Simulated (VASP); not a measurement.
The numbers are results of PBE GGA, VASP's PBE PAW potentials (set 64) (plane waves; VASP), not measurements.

VASP ran on this input.

**INCAR**
```
SYSTEM=Mg
PREC=Accurate; ENCUT=400; LREAL=F
LASPH=T
EDIFF=1E-6; NELM=100; ALGO=Normal
IMIX=4; AMIX=1.0; BMIX=1.0
ISMEAR=1; SIGMA=0.1
GGA=PE
ISIF=2
LWAVE=F; LCHARG=F
```

File POSCAR:
```
Mg
1
    1.6050000000    -2.7799420000     0.0000000000
    1.6050000000     2.7799420000     0.0000000000
    0.0000000000     0.0000000000     5.2100000000
Mg
2
Direct
  0.3333330000   0.6666670000   0.2500000000
  0.6666670000   0.3333330000   0.7500000000
```

File KPOINTS:
```
Automatic mesh
0
Gamma
12 12 7
0 0 0
```

POTCAR, in this order: Mg (PBE.64 set). Program: vasp_std.

The run wrote:

File OSZICAR:
```
       N       E                     dE             d eps       ncg     rms          rms(c)
DAV:   1    -0.741068640682E+00   -0.74107E+00   -0.10934E+03   912   0.381E+02
DAV:   2    -0.301015879747E+01   -0.22691E+01   -0.21911E+01  1278   0.250E+01
DAV:   3    -0.302404568989E+01   -0.13887E-01   -0.13194E-01  1290   0.261E+00
DAV:   4    -0.302408653832E+01   -0.40848E-04   -0.40845E-04  1320   0.109E-01
DAV:   5    -0.302408676503E+01   -0.22671E-06   -0.22632E-06  1260   0.550E-03    0.967E-01
DAV:   6    -0.301144395781E+01    0.12643E-01   -0.43983E-03  1092   0.683E-01    0.191E-01
DAV:   7    -0.301074432172E+01    0.69964E-03   -0.15899E-04  1350   0.104E-01    0.687E-02
DAV:   8    -0.301069115450E+01    0.53167E-04   -0.27914E-06  1200   0.139E-02    0.136E-02
DAV:   9    -0.301068486288E+01    0.62916E-05   -0.19935E-07   786   0.311E-03    0.130E-04
DAV:  10    -0.301068479912E+01    0.63760E-07   -0.54994E-09   690   0.759E-04
   1 F= -.30106848E+01 E0= -.30104221E+01  d E =-.787980E-03
```

**OUTCAR**
```
------------------------ aborting loop because EDIFF is reached ----------------------------------------
  FORCE on cell =-STRESS in cart. coord.  units (eV):
  Direction    XX          YY          ZZ          XY          YZ          ZX
  --------------------------------------------------------------------------------------
  Total       -0.0817404     -0.0817404     -0.3773147      0.0000000     -0.0000000      0.0000000
  in kB       -2.8168827     -2.8168836    -13.0027689      0.0000000     -0.0000000      0.0000000
  external PRESSURE =      -6.2121784 kB  Pullay stress =       0.0000000 kB
  volume of cell :       46.49
      direct lattice vectors                 reciprocal lattice vectors
     1.605000000 -2.779942000  0.000000000     0.311526480 -0.179859868  0.000000000
     1.605000000  2.779942000  0.000000000     0.311526480  0.179859868  0.000000000
     0.000000000  0.000000000  5.210000000     0.000000000  0.000000000  0.191938580
 POSITION                                       TOTAL-FORCE (eV/Angst)
 -----------------------------------------------------------------------------------
      1.60500      0.92665      1.30250        -0.000000      0.000000      0.000000
      1.60500     -0.92665      3.90750         0.000000     -0.000000      0.000000
 -----------------------------------------------------------------------------------
    total drift:                                0.000001     -0.000006      0.000001
  FREE ENERGIE OF THE ION-ELECTRON SYSTEM (eV)
  ---------------------------------------------------
  free  energy   TOTEN  =        -3.0106847991 eV

  energy  without entropy=       -3.0098968192  energy(sigma->0) =       -3.01042214
```
(Selected blocks of OUTCAR.)

### OUTCAR
```
 val. band max:        2.4802332944   @ k =   0.3333   0.1667   0.1429

 cond. band min:       2.5214251818   @ k =   0.2500   0.0833   0.0000


 Fermi energy:         2.4961766080

 k-point     1 :       0.0000    0.0000    0.0000
  band No.  band energies     occupation
      1      -4.3092      2.00000
      2       0.9071      2.00000
      3       1.3294      2.00000
      4      13.4324      0.00000
      5      13.4328      0.00000
      6      13.5202      0.00000

 k-point     2 :       0.0833    0.0000    0.0000
  band No.  band energies     occupation
      1      -4.1736      2.00000
      2       1.0311      2.00000
      3       1.4613      2.00000
      4      11.1630      0.00000
      5      12.2241      0.00000
      6      13.0343      0.00000

 k-point     3 :       0.1667    0.0000    0.0000
  band No.  band energies     occupation
      1      -3.7682      2.00000
      2       1.4033      2.00000
      3       1.8521      2.00000
      4       8.6564      0.00000
      5      11.1979      0.00000
      6      11.8317      0.00000

 k-point     4 :       0.2500    0.0000    0.0000
  band No.  band energies     occupation
      1      -3.0962      2.00000
      2       2.0243      2.00000
      3       2.4793      1.28108
      4       6.3384      0.00000
      5      10.4009      0.00000
      6      10.5366      0.00000

 k-point     5 :       0.3333    0.0000    0.0000
  band No.  band energies     occupation
      1      -2.1633      2.00000
      2       2.8944     -0.00000
      3       3.1477     -0.00000
      4       4.4348     -0.00000
      5       8.9082      0.00000
      6       9.0701      0.00000

 k-point     6 :       0.4167    0.0000    0.0000
  band No.  band energies     occupation
      1      -0.9776      2.00000
      2       2.0676      2.00000
      3       4.0118     -0.00000
      4       4.7286      0.00000
      5       7.0373      0.00000
      6       7.5182      0.00000
...
```

The compound is Mg in the hcp structure. The cell was not relaxed at this level. The run is one of a series of settings (AMIX = 1.0, BMIX = 1.0, IMIX = 4 against the base run), some of them coarse on purpose.
